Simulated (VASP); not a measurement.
## SiC (Moissanite 3C): exact exchange and RPA correlation

Aim: total energies of SiC (Moissanite 3C) from exact exchange and RPA correlation, beside cheaper functionals. The scan starts from a database cell scaled to its smallest volume. The cell is of the zinc-blende type. The start is a cell from a database of measured crystal structures.

Method: RPA correlation on LDA orbitals; plane waves and PAW (Si_GW, C_GW), in the first sound run; inputs show where later runs differ, in VASP 6.6.1.

Report form: inputs, costs, results and the conclusion, without the logs.

## 1. The structure

Symmetry: F-43m, No. 216, cubic system. The conventional cell has a = 4.239 Å, b = 4.239 Å, c = 4.239 Å, α = 90.00°, β = 90.00°, γ = 90.00°. Nearest to Si lie 4 C at 1.84 Å. Nearest to C lie 4 Si at 1.84 Å. Farther neighbours, and contacts between anions beyond the nearest, are not listed.

As a file:

```cif
data_structure
_symmetry_space_group_name_H-M 'F-43m'
_symmetry_Int_Tables_number 216
_cell_length_a 4.2385
_cell_length_b 4.2385
_cell_length_c 4.2385
_cell_angle_alpha 90.000
_cell_angle_beta 90.000
_cell_angle_gamma 90.000
_cell_volume 76.15
loop_
_atom_site_label
_atom_site_type_symbol
_atom_site_symmetry_multiplicity
_atom_site_Wyckoff_symbol
_atom_site_fract_x
_atom_site_fract_y
_atom_site_fract_z
_atom_site_occupancy
Si1 Si 4 a 0.00000 0.00000 0.00000 1
C1 C 4 c 0.25000 0.25000 0.25000 1
```

## 2. Orbitals, volume ratio 0.92

RPA gives no stress here, so the energy is scanned over volumes, at one cutoff and mesh. Volumes are given as ratios to a reference cell, and this first cell is that cell scaled to 0.92. Each point starts from LDA orbitals, tightly converged.

Contents of INCAR:

```
SYSTEM = SiC
PREC = Accurate
ENCUT = 460
EDIFF = 1E-08
NELM = 100
ISMEAR = 0
SIGMA = 0.05
LREAL = .FALSE.
ALGO = Normal
GGA = CA
NBANDS = 10
LORBIT = 11
LWAVE = .TRUE.
LCHARG = .FALSE.
KPAR = 4
```

Contents of POSCAR:

```
SiC
1.0
    0.0000000000      2.1192710523      2.1192710523
    2.1192710523      0.0000000000      2.1192710523
    2.1192710523      2.1192710523      0.0000000000
Si C
1 1
Direct
    0.0000000000      0.0000000000      0.0000000000
    0.7500000000      0.7500000000      0.7500000000
```

Contents of KPOINTS:

```
Automatic mesh
0
Gamma
6 6 6
0 0 0
```

The projector-augmented-wave data sets are Si_GW and C_GW (LDA family, release 64).

Launch:

```sh
$ mpirun -np 4 vasp_std
```

The job ended after 3.2 s (4 MPI ranks of Intel Xeon Platinum 8375C at 2.90GHz (Ice Lake), shared host; peak memory 0.46 GiB; 5 s of CPU time).

The gap is read on the k-mesh alone, so it is an upper bound where the band edges lie off the mesh.

A gap read on the k-mesh alone can miss the band edges.

This step gave:

```yaml
free_energy_toten: -16.57 eV
fermi_energy: 8.942 eV
pressure: 16.09 GPa
gap_on_the_k_mesh: 1.224 eV
least_direct_gap_on_the_k_mesh: 4.586 eV
```

## 3. Exact exchange, volume ratio 0.92

This step: Hartree-Fock energy on LDA orbitals; plane waves and PAW (Si_GW, C_GW) (VASP 6.6.1).

The Hartree-Fock energy is evaluated once on these orbitals (ALGO = Eigenval, NELM = 1), without letting them relax. It uses the mesh of the correlation step, since the long-wavelength errors of the two partly cancel, and the total energy is their sum.

Contents of INCAR:

```
SYSTEM = SiC
PREC = Accurate
ENCUT = 460
ISMEAR = 0
SIGMA = 0.05
LREAL = .FALSE.
GGA = CA
NBANDS = 10
ALGO = Eigenval
NELM = 1
LHFCALC = .TRUE.
AEXX = 1
ALDAC = 0
AGGAC = 0
PRECFOCK = Normal
LWAVE = .FALSE.
LCHARG = .FALSE.
```

POSCAR is that of step 2.

KPOINTS is that of step 2.

The run starts from files that an earlier step left in the folder.

Launch:

```sh
$ mpirun -np 4 vasp_std
```

Run time: 11 s. Hardware: 4 MPI ranks; peak memory 0.41 GiB; 37 s of CPU time.

Numbers from this step:

```yaml
free_energy_toten: -24.93 eV
```

The Hartree-Fock energy on these orbitals is -12.4671 eV an atom.

## 4. Empty bands, volume ratio 0.92

This step: LDA; plane waves and PAW (Si_GW, C_GW) (VASP 6.6.1).

ALGO = Exact makes the empty bands from the converged ground state in one step. LOPTICS writes the k-derivatives of the orbitals (WAVEDER), which give the long-wavelength limit of the screening.

Contents of INCAR:

```
SYSTEM = SiC
PREC = Accurate
ENCUT = 460
ISMEAR = 0
SIGMA = 0.05
LREAL = .FALSE.
GGA = CA
NBANDS = 444
ALGO = Exact
NELM = 1
LWAVE = .TRUE.
LCHARG = .FALSE.
LOPTICS = .TRUE.
NEDOS = 1000
CSHIFT = 0.1
```

POSCAR is that of step 3.

KPOINTS is that of step 3.

Launch:

```sh
$ mpirun -np 4 vasp_std
```

Elapsed: 4.8 s, on 4 MPI ranks; peak memory 0.5 GiB.

WAVECAR now holds 444 bands for 8 electrons.

## 5. RPA correlation, volume ratio 0.92

This step: RPA correlation on LDA orbitals; plane waves and PAW (Si_GW, C_GW) (VASP 6.6.1).

The RPA correlation energy follows from the response function on imaginary frequencies; VASP computes it for a row of response cutoffs and extrapolates.

Contents of INCAR:

```
SYSTEM = SiC
PREC = Accurate
ENCUT = 460
ISMEAR = 0
SIGMA = 0.05
LREAL = .FALSE.
GGA = CA
NBANDS = 444
ALGO = ACFDT
ENCUTGW = 160
NOMEGA = 12
PRECFOCK = Fast
LWAVE = .FALSE.
LCHARG = .FALSE.
```

POSCAR is that of step 4.

KPOINTS is that of step 4.

Launch:

```sh
$ mpirun -np 4 vasp_std
```

The job ended after 2 min (4 MPI ranks; peak memory 1.3 GiB).

Numbers from this step:

```
RPA correlation energy : -13.03 eV
```

The correlation energy is -6.5136 eV an atom. With exact exchange the total is -18.9806 eV an atom.

## 6. Comparison: r2SCAN, volume ratio 0.92

This step: r2SCAN; plane waves and PAW (Si_GW, C_GW) (VASP 6.6.1).

For comparison the same cell is computed with r2SCAN.

Contents of INCAR:

```
SYSTEM = SiC
PREC = Accurate
ENCUT = 460
EDIFF = 1E-06
NELM = 100
ISMEAR = 0
SIGMA = 0.05
LREAL = .FALSE.
ALGO = Normal
METAGGA = R2SCAN
LASPH = .TRUE.
NBANDS = 10
LWAVE = .FALSE.
LCHARG = .FALSE.
KPAR = 4
```

POSCAR is that of step 5.

KPOINTS is that of step 5.

Launch:

```sh
$ mpirun -np 4 vasp_std
```

Elapsed: 7.6 s, on 4 MPI ranks; peak memory 0.49 GiB.

Read from the output:

| Property | Result |
| --- | --- |
| free energy (TOTEN) | -59.2611 eV |
| Fermi energy | 9.004 eV |
| pressure | 20.20 GPa |
| gap on the k-mesh | 1.663 eV |
| least direct gap on the k-mesh | 5.165 eV |

Its energy is -29.6306 eV an atom, on a zero of its own.

## 7. Orbitals for comparison: HSE06, volume ratio 0.92

This step: LDA; plane waves and PAW (Si_GW, C_GW) (VASP 6.6.1).

A hybrid converges faster from good orbitals, so a cheap LDA run writes WAVECAR first.

Contents of INCAR:

```
SYSTEM = SiC
PREC = Accurate
ENCUT = 460
EDIFF = 1E-05
NELM = 100
ISMEAR = 0
SIGMA = 0.05
LREAL = .FALSE.
ALGO = Normal
GGA = CA
NBANDS = 10
LORBIT = 11
LWAVE = .TRUE.
LCHARG = .FALSE.
KPAR = 4
```

POSCAR is that of step 6.

KPOINTS is that of step 6.

Launch:

```sh
$ mpirun -np 4 vasp_std
```

Run time: 2.6 s. Hardware: 4 MPI ranks; peak memory 0.46 GiB; 4.2 s of CPU time.

Read from the output:

```yaml
free_energy_toten: -16.57 eV
fermi_energy: 8.941 eV
pressure: 16.10 GPa
gap_on_the_k_mesh: 1.224 eV
least_direct_gap_on_the_k_mesh: 4.586 eV
```

The run ends at a pressure of 16.10 GPa.

## 8. Comparison: HSE06, volume ratio 0.92

This step: HSE06; plane waves and PAW (Si_GW, C_GW) (VASP 6.6.1).

For comparison the same cell is computed with HSE06.

Contents of INCAR:

```
SYSTEM = SiC
PREC = Accurate
ENCUT = 460
EDIFF = 1E-06
NELM = 100
ISMEAR = 0
SIGMA = 0.05
LREAL = .FALSE.
ALGO = Normal
LHFCALC = .TRUE.
AEXX = 0.25
GGA = PE
HFSCREEN = 0.2
LASPH = .TRUE.
NBANDS = 10
PRECFOCK = Fast
LWAVE = .FALSE.
LCHARG = .FALSE.
KPAR = 4
```

POSCAR is that of step 7.

KPOINTS is that of step 7.

The run starts from files that an earlier step left in the folder.

Launch:

```sh
$ mpirun -np 4 vasp_std
```

Run time: 51 s. Hardware: 4 MPI ranks; peak memory 0.88 GiB.

Read from the output:

```
free energy (TOTEN)            : -17.36 eV
Fermi energy                   : 8.508 eV
gap on the k-mesh              : 2.195 eV
least direct gap on the k-mesh : 5.868 eV
```

Its energy is -8.6822 eV an atom, on a zero of its own.

## 9. Orbitals, volume ratio 0.96

This step: LDA; plane waves and PAW (Si_GW, C_GW) (VASP 6.6.1).

The same chain follows at a volume ratio of 0.96.

Contents of INCAR:

```
SYSTEM = SiC
PREC = Accurate
ENCUT = 460
EDIFF = 1E-08
NELM = 100
ISMEAR = 0
SIGMA = 0.05
LREAL = .FALSE.
ALGO = Normal
GGA = CA
NBANDS = 10
LORBIT = 11
LWAVE = .TRUE.
LCHARG = .FALSE.
KPAR = 4
```

Contents of POSCAR:

```
SiC
1.0
    0.0000000000      2.1495504440      2.1495504440
    2.1495504440      0.0000000000      2.1495504440
    2.1495504440      2.1495504440      0.0000000000
Si C
1 1
Direct
    0.0000000000      0.0000000000      0.0000000000
    0.7500000000      0.7500000000      0.7500000000
```

KPOINTS is that of step 8.

Launch:

```sh
$ mpirun -np 4 vasp_std
```

Elapsed: 4.4 s, on 4 MPI ranks; peak memory 0.47 GiB.

The run ends at a pressure of 4.59 GPa.

## 10. Exact exchange, volume ratio 0.96

This step: Hartree-Fock energy on LDA orbitals; plane waves and PAW (Si_GW, C_GW) (VASP 6.6.1).

Exact exchange at this point.

Contents of INCAR:

```
SYSTEM = SiC
PREC = Accurate
ENCUT = 460
ISMEAR = 0
SIGMA = 0.05
LREAL = .FALSE.
GGA = CA
NBANDS = 10
ALGO = Eigenval
NELM = 1
LHFCALC = .TRUE.
AEXX = 1
ALDAC = 0
AGGAC = 0
PRECFOCK = Normal
LWAVE = .FALSE.
LCHARG = .FALSE.
```

POSCAR is that of step 9.

KPOINTS is that of step 9.

The WAVECAR or CHGCAR of an earlier step is read.

Launch:

```sh
$ mpirun -np 4 vasp_std
```

Run time: 14 s. Hardware: 4 MPI ranks; peak memory 0.42 GiB; 48 s of CPU time.

The Hartree-Fock energy on these orbitals is -12.5079 eV an atom.

## 11. Empty bands, volume ratio 0.96

This step: LDA; plane waves and PAW (Si_GW, C_GW) (VASP 6.6.1).

The empty bands are made again, for the run that follows.

Contents of INCAR:

```
SYSTEM = SiC
PREC = Accurate
ENCUT = 460
ISMEAR = 0
SIGMA = 0.05
LREAL = .FALSE.
GGA = CA
NBANDS = 456
ALGO = Exact
NELM = 1
LWAVE = .TRUE.
LCHARG = .FALSE.
LOPTICS = .TRUE.
NEDOS = 1000
CSHIFT = 0.1
```

POSCAR is that of step 10.

KPOINTS is that of step 10.

Launch:

```sh
$ mpirun -np 4 vasp_std
```

It took 7.5 s on 4 MPI ranks; peak memory 0.56 GiB.

WAVECAR now holds 456 bands for 8 electrons.

## 12. RPA correlation, volume ratio 0.96

This step: RPA correlation on LDA orbitals; plane waves and PAW (Si_GW, C_GW) (VASP 6.6.1).

RPA correlation at this point.

Contents of INCAR:

```
SYSTEM = SiC
PREC = Accurate
ENCUT = 460
ISMEAR = 0
SIGMA = 0.05
LREAL = .FALSE.
GGA = CA
NBANDS = 456
ALGO = ACFDT
ENCUTGW = 160
NOMEGA = 12
PRECFOCK = Fast
LWAVE = .FALSE.
LCHARG = .FALSE.
```

POSCAR is that of step 11.

KPOINTS is that of step 11.

Launch:

```sh
$ mpirun -np 4 vasp_std
```

Wall time 2.1 min (4 MPI ranks); peak memory 1.3 GiB.

The correlation energy is -6.5221 eV an atom, -9 meV against the point before. With exact exchange the total is -19.0299 eV an atom.

## 13. Comparison: r2SCAN, volume ratio 0.96

This step: r2SCAN; plane waves and PAW (Si_GW, C_GW) (VASP 6.6.1).

The comparison at this point.

Contents of INCAR:

```
SYSTEM = SiC
PREC = Accurate
ENCUT = 460
EDIFF = 1E-06
NELM = 100
ISMEAR = 0
SIGMA = 0.05
LREAL = .FALSE.
ALGO = Normal
METAGGA = R2SCAN
LASPH = .TRUE.
NBANDS = 10
LWAVE = .FALSE.
LCHARG = .FALSE.
KPAR = 4
```

POSCAR is that of step 12.

KPOINTS is that of step 12.

Launch:

```sh
$ mpirun -np 4 vasp_std
```

Elapsed: 6.8 s, on 4 MPI ranks; peak memory 0.5 GiB; 21 s of CPU time.

Its energy is -29.6689 eV an atom, on a zero of its own.

## 14. Orbitals for comparison: HSE06, volume ratio 0.96

This step: LDA; plane waves and PAW (Si_GW, C_GW) (VASP 6.6.1).

Starting orbitals, as before.

Contents of INCAR:

```
SYSTEM = SiC
PREC = Accurate
ENCUT = 460
EDIFF = 1E-05
NELM = 100
ISMEAR = 0
SIGMA = 0.05
LREAL = .FALSE.
ALGO = Normal
GGA = CA
NBANDS = 10
LORBIT = 11
LWAVE = .TRUE.
LCHARG = .FALSE.
KPAR = 4
```

POSCAR is that of step 13.

KPOINTS is that of step 13.

Launch:

```sh
$ mpirun -np 4 vasp_std
```

Run time: 3 s. Hardware: 4 MPI ranks; peak memory 0.46 GiB; 4.8 s of CPU time.

The run ends at a pressure of 4.60 GPa.

## 15. Comparison: HSE06, volume ratio 0.96

This step: HSE06; plane waves and PAW (Si_GW, C_GW) (VASP 6.6.1).

Contents of INCAR:

```
SYSTEM = SiC
PREC = Accurate
ENCUT = 460
EDIFF = 1E-06
NELM = 100
ISMEAR = 0
SIGMA = 0.05
LREAL = .FALSE.
ALGO = Normal
LHFCALC = .TRUE.
AEXX = 0.25
GGA = PE
HFSCREEN = 0.2
LASPH = .TRUE.
NBANDS = 10
PRECFOCK = Fast
LWAVE = .FALSE.
LCHARG = .FALSE.
KPAR = 4
```

POSCAR is that of step 14.

KPOINTS is that of step 14.

The WAVECAR or CHGCAR of an earlier step is read.

Launch:

```sh
$ mpirun -np 4 vasp_std
```

The job ended after 47 s (4 MPI ranks; peak memory 0.87 GiB; 3 min of CPU time).

Its energy is -8.7179 eV an atom, on a zero of its own.

## 16. Orbitals, volume ratio 0.99

This step: LDA; plane waves and PAW (Si_GW, C_GW) (VASP 6.6.1).

The same chain follows at a volume ratio of 0.99.

Contents of INCAR:

```
SYSTEM = SiC
PREC = Accurate
ENCUT = 460
EDIFF = 1E-08
NELM = 100
ISMEAR = 0
SIGMA = 0.05
LREAL = .FALSE.
ALGO = Normal
GGA = CA
NBANDS = 10
LORBIT = 11
LWAVE = .TRUE.
LCHARG = .FALSE.
KPAR = 4
```

Contents of POSCAR:

```
SiC
1.0
    0.0000000000      2.1717123201      2.1717123201
    2.1717123201      0.0000000000      2.1717123201
    2.1717123201      2.1717123201      0.0000000000
Si C
1 1
Direct
    0.0000000000      0.0000000000      0.0000000000
    0.7500000000      0.7500000000      0.7500000000
```

KPOINTS is that of step 15.

Launch:

```sh
$ mpirun -np 4 vasp_std
```

Run time: 3.6 s. Hardware: 4 MPI ranks; peak memory 0.45 GiB.

The run ends at a pressure of -2.60 GPa.

## 17. Exact exchange, volume ratio 0.99

This step: Hartree-Fock energy on LDA orbitals; plane waves and PAW (Si_GW, C_GW) (VASP 6.6.1).

Contents of INCAR:

```
SYSTEM = SiC
PREC = Accurate
ENCUT = 460
ISMEAR = 0
SIGMA = 0.05
LREAL = .FALSE.
GGA = CA
NBANDS = 10
ALGO = Eigenval
NELM = 1
LHFCALC = .TRUE.
AEXX = 1
ALDAC = 0
AGGAC = 0
PRECFOCK = Normal
LWAVE = .FALSE.
LCHARG = .FALSE.
```

POSCAR is that of step 16.

KPOINTS is that of step 16.

The run starts from files that an earlier step left in the folder.

Launch:

```sh
$ mpirun -np 4 vasp_std
```

The job ended after 21 s (4 MPI ranks; peak memory 0.42 GiB; 74 s of CPU time).

The Hartree-Fock energy on these orbitals is -12.5183 eV an atom.

## 18. Empty bands, volume ratio 0.99

This step: LDA; plane waves and PAW (Si_GW, C_GW) (VASP 6.6.1).

Contents of INCAR:

```
SYSTEM = SiC
PREC = Accurate
ENCUT = 460
ISMEAR = 0
SIGMA = 0.05
LREAL = .FALSE.
GGA = CA
NBANDS = 468
ALGO = Exact
NELM = 1
LWAVE = .TRUE.
LCHARG = .FALSE.
LOPTICS = .TRUE.
NEDOS = 1000
CSHIFT = 0.1
```

POSCAR is that of step 17.

KPOINTS is that of step 17.

Launch:

```sh
$ mpirun -np 4 vasp_std
```

Run time: 5.4 s. Hardware: 4 MPI ranks; peak memory 0.53 GiB; 13 s of CPU time.

WAVECAR now holds 468 bands for 8 electrons.

## 19. RPA correlation, volume ratio 0.99

This step: RPA correlation on LDA orbitals; plane waves and PAW (Si_GW, C_GW) (VASP 6.6.1).

Contents of INCAR:

```
SYSTEM = SiC
PREC = Accurate
ENCUT = 460
ISMEAR = 0
SIGMA = 0.05
LREAL = .FALSE.
GGA = CA
NBANDS = 468
ALGO = ACFDT
ENCUTGW = 160
NOMEGA = 12
PRECFOCK = Fast
LWAVE = .FALSE.
LCHARG = .FALSE.
```

POSCAR is that of step 18.

KPOINTS is that of step 18.

Launch:

```sh
$ mpirun -np 4 vasp_std
```

The job ended after 2.2 min (4 MPI ranks; peak memory 1.4 GiB).

The correlation energy is -6.5295 eV an atom, -7 meV against the point before. With exact exchange the total is -19.0478 eV an atom.

## 20. Comparison: r2SCAN, volume ratio 0.99

This step: r2SCAN; plane waves and PAW (Si_GW, C_GW) (VASP 6.6.1).

Contents of INCAR:

```
SYSTEM = SiC
PREC = Accurate
ENCUT = 460
EDIFF = 1E-06
NELM = 100
ISMEAR = 0
SIGMA = 0.05
LREAL = .FALSE.
ALGO = Normal
METAGGA = R2SCAN
LASPH = .TRUE.
NBANDS = 10
LWAVE = .FALSE.
LCHARG = .FALSE.
KPAR = 4
```

POSCAR is that of step 19.

KPOINTS is that of step 19.

Launch:

```sh
$ mpirun -np 4 vasp_std
```

The job ended after 8.6 s (4 MPI ranks; peak memory 0.51 GiB).

Its energy is -29.6792 eV an atom, on a zero of its own.

## 21. Orbitals for comparison: HSE06, volume ratio 0.99

This step: LDA; plane waves and PAW (Si_GW, C_GW) (VASP 6.6.1).

Contents of INCAR:

```
SYSTEM = SiC
PREC = Accurate
ENCUT = 460
EDIFF = 1E-05
NELM = 100
ISMEAR = 0
SIGMA = 0.05
LREAL = .FALSE.
ALGO = Normal
GGA = CA
NBANDS = 10
LORBIT = 11
LWAVE = .TRUE.
LCHARG = .FALSE.
KPAR = 4
```

POSCAR is that of step 20.

KPOINTS is that of step 20.

Launch:

```sh
$ mpirun -np 4 vasp_std
```

Elapsed: 3.2 s, on 4 MPI ranks; peak memory 0.45 GiB; 4.6 s of CPU time.

The run ends at a pressure of -2.59 GPa.

## 22. Comparison: HSE06, volume ratio 0.99

This step: HSE06; plane waves and PAW (Si_GW, C_GW) (VASP 6.6.1).

Contents of INCAR:

```
SYSTEM = SiC
PREC = Accurate
ENCUT = 460
EDIFF = 1E-06
NELM = 100
ISMEAR = 0
SIGMA = 0.05
LREAL = .FALSE.
ALGO = Normal
LHFCALC = .TRUE.
AEXX = 0.25
GGA = PE
HFSCREEN = 0.2
LASPH = .TRUE.
NBANDS = 10
PRECFOCK = Fast
LWAVE = .FALSE.
LCHARG = .FALSE.
KPAR = 4
```

POSCAR is that of step 21.

KPOINTS is that of step 21.

The run starts from files that an earlier step left in the folder.

Launch:

```sh
$ mpirun -np 4 vasp_std
```

The job ended after 56 s (4 MPI ranks; peak memory 0.87 GiB).

Its energy is -8.7261 eV an atom, on a zero of its own.

## 23. Orbitals, volume ratio 1.02

This step: LDA; plane waves and PAW (Si_GW, C_GW) (VASP 6.6.1).

The same chain follows at a volume ratio of 1.02.

Contents of INCAR:

```
SYSTEM = SiC
PREC = Accurate
ENCUT = 460
EDIFF = 1E-08
NELM = 100
ISMEAR = 0
SIGMA = 0.05
LREAL = .FALSE.
ALGO = Normal
GGA = CA
NBANDS = 10
LORBIT = 11
LWAVE = .TRUE.
LCHARG = .FALSE.
KPAR = 4
```

Contents of POSCAR:

```
SiC
1.0
    0.0000000000      2.1934308841      2.1934308841
    2.1934308841      0.0000000000      2.1934308841
    2.1934308841      2.1934308841      0.0000000000
Si C
1 1
Direct
    0.0000000000      0.0000000000      0.0000000000
    0.7500000000      0.7500000000      0.7500000000
```

KPOINTS is that of step 22.

Launch:

```sh
$ mpirun -np 4 vasp_std
```

The job ended after 3.8 s (4 MPI ranks; peak memory 0.46 GiB; 6.3 s of CPU time).

The run ends at a pressure of -8.84 GPa.

## 24. Exact exchange, volume ratio 1.02

This step: Hartree-Fock energy on LDA orbitals; plane waves and PAW (Si_GW, C_GW) (VASP 6.6.1).

Contents of INCAR:

```
SYSTEM = SiC
PREC = Accurate
ENCUT = 460
ISMEAR = 0
SIGMA = 0.05
LREAL = .FALSE.
GGA = CA
NBANDS = 10
ALGO = Eigenval
NELM = 1
LHFCALC = .TRUE.
AEXX = 1
ALDAC = 0
AGGAC = 0
PRECFOCK = Normal
LWAVE = .FALSE.
LCHARG = .FALSE.
```

POSCAR is that of step 23.

KPOINTS is that of step 23.

The run starts from files that an earlier step left in the folder.

Launch:

```sh
$ mpirun -np 4 vasp_std
```

The job ended after 24 s (4 MPI ranks; peak memory 0.41 GiB; 85 s of CPU time).

The Hartree-Fock energy on these orbitals is -12.5132 eV an atom.

## 25. Empty bands, volume ratio 1.02

This step: LDA; plane waves and PAW (Si_GW, C_GW) (VASP 6.6.1).

Contents of INCAR:

```
SYSTEM = SiC
PREC = Accurate
ENCUT = 460
ISMEAR = 0
SIGMA = 0.05
LREAL = .FALSE.
GGA = CA
NBANDS = 488
ALGO = Exact
NELM = 1
LWAVE = .TRUE.
LCHARG = .FALSE.
LOPTICS = .TRUE.
NEDOS = 1000
CSHIFT = 0.1
```

POSCAR is that of step 24.

KPOINTS is that of step 24.

Launch:

```sh
$ mpirun -np 4 vasp_std
```

The job ended after 6.2 s (4 MPI ranks; peak memory 0.56 GiB; 18 s of CPU time).

WAVECAR now holds 488 bands for 8 electrons.

## 26. RPA correlation, volume ratio 1.02

This step: RPA correlation on LDA orbitals; plane waves and PAW (Si_GW, C_GW) (VASP 6.6.1).

Contents of INCAR:

```
SYSTEM = SiC
PREC = Accurate
ENCUT = 460
ISMEAR = 0
SIGMA = 0.05
LREAL = .FALSE.
GGA = CA
NBANDS = 488
ALGO = ACFDT
ENCUTGW = 160
NOMEGA = 12
PRECFOCK = Fast
LWAVE = .FALSE.
LCHARG = .FALSE.
```

POSCAR is that of step 25.

KPOINTS is that of step 25.

Launch:

```sh
$ mpirun -np 4 vasp_std
```

The job ended after 2.6 min (4 MPI ranks; peak memory 1.4 GiB; 10 min of CPU time).

The correlation energy is -6.5377 eV an atom, -8 meV against the point before. With exact exchange the total is -19.0509 eV an atom.

(Part 1 of 2 ends here.)

[Long decimals in the printed logs are rounded to 6 places.]

[Lines on the potential files, build, host, timing and source positions are cut from VASP's logs without a mark.]

[Logs are printed without paths, hosts, clocks, repeated set-up lines and the standing remarks that a program may print on its own settings, such as how far it seeks lower states.]

[Hosts, paths, dates, database ids (printed as entryN), source tags and the programs' standing remarks are cut or masked in the printed files.]

[Measured values are set beside computed ones only where the two were judged alike; some that the calculation misses by far are left out.]

[Pressures printed for these runs are not shown converged in the cutoff: they can be off by several GPa and have the wrong sign.]
